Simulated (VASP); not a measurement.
Input of a VASP 6.6.1 run:

File INCAR:

```
SYSTEM = Ti3BiO3
PREC     = Normal         ! precision mode
ENCUT    = 520            ! plane-wave cutoff, eV
EDIFF    = 1E-4           ! SCF threshold, eV
ISMEAR   = 0              ! smearing method
SIGMA    = 0.15           ! smearing width, eV
LREAL    = .FALSE.        ! projectors in reciprocal space
LASPH    = .TRUE.         ! aspherical terms in the spheres
NELM     = 60             ! most SCF steps
ALGO     = Fast           ! electronic algorithm
ISIF     = 3              ! what is computed and relaxed
LWAVE    = .FALSE.        ! write WAVECAR
LCHARG   = .FALSE.        ! write CHGCAR
GGA      = PE             ! functional
IBRION   = 2              ! ionic algorithm
NSW      = 24             ! ionic steps
EDIFFG   = -0.08          ! ionic threshold
KPAR     = 2
```

Contents of KPOINTS:

```
regular mesh
0
G
  3 3 3
  0 0 0
```

Contents of POSCAR:

```
Ti3BiO3
1.0
    4.7274639900      0.0000000000      0.0000000000
    0.0000000000      4.7274639900      0.0000000000
    0.0000000000      0.0000000000      4.7274639900
Ti Bi O
3 1 3
Direct
    0.5000000000      0.5000000000      0.0000000000
    0.0000000000      0.5000000000      0.5000000000
    0.5000000000      0.0000000000      0.5000000000
    0.5000000000      0.5000000000      0.5000000000
    0.5000000000      0.0000000000      0.0000000000
    0.0000000000      0.5000000000      0.0000000000
    0.0000000000      0.0000000000      0.5000000000
```

Potentials or basis: VASP PAW PBE potentials, release 64 (Ti_sv, Bi_d, O).

The run is started by

```bash
$ cat potpaw_PBE.64/Ti_sv/POTCAR potpaw_PBE.64/Bi_d/POTCAR potpaw_PBE.64/O/POTCAR > POTCAR
$ mpirun -np 2 vasp_std > vasp.out
```

Estimate the band gap on the k mesh.

none (metal or under the smearing width).

Predict the relaxed cell.

a = 4.885 Å, b = 4.885 Å, c = 4.885 Å, α = 90.00°, β = 90.00°, γ = 90.00°.

Predict the space group after relaxing (to 0.05 Å).

Pm-3m (No. 221).

Final structure:
```yaml
crystal:
  lattice:
    - [4.88464, 0.00000, 0.00000]
    - [0.00000, 4.88464, 0.00000]
    - [0.00000, 0.00000, 4.88464]
  atoms:
    - { symbol: Ti, position: [0.50000, 0.50000, 0.00000] }
    - { symbol: Ti, position: [0.00000, 0.50000, 0.50000] }
    - { symbol: Ti, position: [0.50000, 0.00000, 0.50000] }
    - { symbol: Bi, position: [0.50000, 0.50000, 0.50000] }
    - { symbol: O, position: [0.50000, 0.00000, 0.00000] }
    - { symbol: O, position: [0.00000, 0.50000, 0.00000] }
    - { symbol: O, position: [0.00000, 0.00000, 0.50000] }
```

Caveat: the k mesh is coarse (spacing up to 0.44 Å⁻¹), so the values aren't converged; spin-orbit coupling is left out, which moves the levels of the heavy elements; an odd number of electrons without spin polarisation forces a metal; a magnetic or distorted state may lie lower; semilocal functionals often make such compounds metallic where correlation or magnetic order opens a gap, which also shifts bond lengths.
